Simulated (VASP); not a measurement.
Runs of VASP 6.6.1 on MgO (Periclase). Symmetry: Fm-3m, No. 225, cubic system. Conventional cell: a = 4.217 Å, b = 4.217 Å, c = 4.217 Å, α = 90.00°, β = 90.00°, γ = 90.00°. Around Mg (site symmetry m-3m) lie 6 O at 2.11 Å. O (site symmetry m-3m) has 6 Mg at 2.11 Å as nearest neighbours. 

```csv
task,level,cell,k mesh,cutoff (eV),grid for exact exchange (PRECFOCK),exchange at q = 0,screening parameter,share of exact exchange,gap on the mesh (eV),pressure (GPa)
relaxation of cell and atoms,PBEsol,relaxed,12 × 12 × 12,600,-,-,-,-,(a),0.0
band structure,PBE0,"Fm-3m, 9.31 Å³/atom",8 × 8 × 8,520,Fast,truncated,-,-,7.21,-1.0
band structure,HSE06,"Fm-3m, 9.31 Å³/atom",8 × 8 × 8,520,Fast,-,0.2 1/A,-,6.49,-1.1
band structure,PBE0,"Fm-3m, 9.31 Å³/atom",10 × 10 × 10,520,Fast,truncated,-,-,7.21,-1.0
band structure,HSE06,"Fm-3m, 9.31 Å³/atom",10 × 10 × 10,520,Fast,-,0.2 1/A,-,6.49,-1.1
band structure,PBE-EpsX,"Fm-3m, 9.31 Å³/atom",8 × 8 × 8,520,Fast,truncated,-,0.3197,7.91,-2.5
```

Alike in all rows: potentials or basis VASP PAW PBE potentials, release 64 (Mg, O); no spin polarisation; smearing gaussian 0.03 eV.

Estimate the missing entries.

(a) 4.66.

Caveats: the PAW data sets were made with another functional, which shifts forces and pressure a little.

A k mesh can miss the band edges.

Runs at the PBE level aren't shown here.
